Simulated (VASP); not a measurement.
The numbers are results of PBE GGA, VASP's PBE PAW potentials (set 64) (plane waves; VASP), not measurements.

The input files of a VASP run:

INCAR:
```
! general
SYSTEM  = CeO2
PREC    = Accurate
ENCUT   = 520   ! plane-wave cut-off (eV)
LREAL   = F
LASPH   = T   ! aspherical one-centre terms

! electronic loop
EDIFF   = 1E-6   ! SCF stop (eV)
NELM    = 100
ALGO    = Normal
LMAXMIX = 6   ! l cut-off of mixed one-centre charges

! smearing
ISMEAR  = -1
SIGMA   = 0.05

! functional
GGA     = PE

! ions
ISIF    = 2   ! forces and stress, cell fixed

! output
LWAVE   = F
LCHARG  = F
```

KPOINTS:
```
kpoints
0
G
  6 6 6
```

File POSCAR:
```
CeO2
1.0
  0.0000000000   2.7591000000   2.7591000000
  2.7591000000   0.0000000000   2.7591000000
  2.7591000000   2.7591000000   0.0000000000
Ce O
1 2
direct
  0.0000000000   0.0000000000   0.0000000000
  0.2500000000   0.2500000000   0.2500000000
  0.7500000000   0.7500000000   0.7500000000
```

POTCAR, in this order: Ce O (PBE.64 set). Program: vasp_std.

Task: What will the output report for the number of irreducible k-points (NKPTS), number of bands (NBANDS), largest plane-wave count, number of space-group operations, FFT grid (NGX, NGY, NGZ)?

Result: 
| Item | Value |
|---|---|
| number of irreducible k-points (NKPTS) | 16 |
| number of bands (NBANDS) | 16 |
| largest plane-wave count | 1158 |
| number of space-group operations | 48 |
| FFT grid (NGX, NGY, NGZ) | 30 × 30 × 30 |

The compound is CeO2 in the fluorite structure. The cell was not relaxed at this level. The run is one of a series of settings (ISMEAR = -1 against the base run), some of them coarse on purpose. The run is not spin-polarised, so no magnetic state was tried.
